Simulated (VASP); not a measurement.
Here is the system:

```xyz
2
Lattice="0.0000 2.7103 2.7103 2.7103 0.0000 2.7103 2.7103 2.7103 0.0000" Properties=species:S:1:pos:R:3 pbc="T T T"
K      5.4206     5.4206     5.4206
F      2.7103     2.7103     2.7103
```

These are PBE GGA, VASP's PBE PAW potentials (set 64) (plane waves; VASP) values and carry that method's errors. Numerical set-up: 520 eV cut-off, 8×8×8 Γ-centred mesh, Gaussian smearing of 0.010 eV, potentials K_sv F.

Question: Give the electronic dielectric tensor ε∞ (DFPT, local fields included).

Answer: 
```
1.96  0.00  0.00
0.00  1.96  0.00
0.00  0.00  1.96
```

Question: Give the Born effective charges.

Answer: 
| atom | Z*xx | Z*yy | Z*zz | mean |
|---|---|---|---|---|
| K1 | 1.13 | 1.13 | 1.13 | 1.13 |
| F2 | -1.13 | -1.13 | -1.13 | -1.13 |

Question: And the static tensor with the ions free?

Answer: 
```
6.39  0.00  0.00
0.00  6.39  0.00
0.00  0.00  6.39
```

Question: Which frequencies do the optical Γ-point modes have (no LO-TO splitting)?

Answer: 167 (×3) cm⁻¹.

The compound is KF in the rock salt structure. It was relaxed first.
